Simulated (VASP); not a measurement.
The input files of a VASP run:

### POSCAR
```
WO3
1
    3.7896609186     0.0000000000     0.0000000000
    0.0000000000     3.7896609186     0.0000000000
    0.0000000000     0.0000000000     3.7896609186
W O
1 3
Direct
  0.0000000000   0.0000000000   0.0000000000
  0.0000000000   0.0000000000   0.5000000000
  0.5000000000   0.0000000000   0.0000000000
  0.0000000000   0.5000000000   0.0000000000
```

KPOINTS:
```
K-points
0
Gamma
5 5 5
```

INCAR:
```
SYSTEM=WO3
PREC=Accurate; ENCUT=520; LREAL=.FALSE.
LASPH=.TRUE.
EDIFF=1E-6; NELM=100; ALGO=Normal
LMAXMIX=6
ISMEAR=0; SIGMA=0.05
IBRION=2; NSW=60; ISIF=3
EDIFFG=-0.02
LWAVE=.FALSE.; LCHARG=.FALSE.
```

POTCAR, in this order: W_sv O (LDA.64 set). Program: vasp_std.

Question: Translate this LDA calculation to Quantum ESPRESSO's pw.x.

Answer: One equivalent input (not run):
```
&CONTROL
  calculation = 'vc-relax'
  pseudo_dir = './pseudo'
  outdir = './out'
  tprnfor = .true.
  tstress = .true.
  nstep = 60
  forc_conv_thr = 0.00078
/
&SYSTEM
  ibrav = 0
  nat = 4
  ntyp = 2
  ecutwfc = 84
  occupations = 'smearing'
  smearing = 'gaussian'
  degauss = 0.003675
  input_dft = 'pz'
/
&ELECTRONS
  conv_thr = 7.3e-08
  electron_maxstep = 100
/
&IONS
/
&CELL
/
ATOMIC_SPECIES
  W 183.840 W.upf
  O 15.999 O.upf
CELL_PARAMETERS angstrom
     3.7896609    0.0000000    0.0000000
     0.0000000    3.7896609    0.0000000
     0.0000000    0.0000000    3.7896609
ATOMIC_POSITIONS crystal
  W    0.0000000  0.0000000  0.0000000
  O    0.0000000  0.0000000  0.5000000
  O    0.5000000  0.0000000  0.0000000
  O    0.0000000  0.5000000  0.0000000
K_POINTS automatic
  5 5 5 0 0 0
```
What does not carry over: the potentials are each code's own (VASP's PAW set, PseudoDojo norm-conserving files in pw.x), so ENCUT and ecutwfc are chosen apart and not converted; conv_thr bounds pw.x's estimated SCF error, while EDIFF bounds the energy change between steps; forc_conv_thr acts on force components and is met together with etot_conv_thr.

The structure comes from a computed database's WO3 entry (Pm-3m); how it stands against other phases isn't given here. It was relaxed first. The start is the result of an earlier pass.
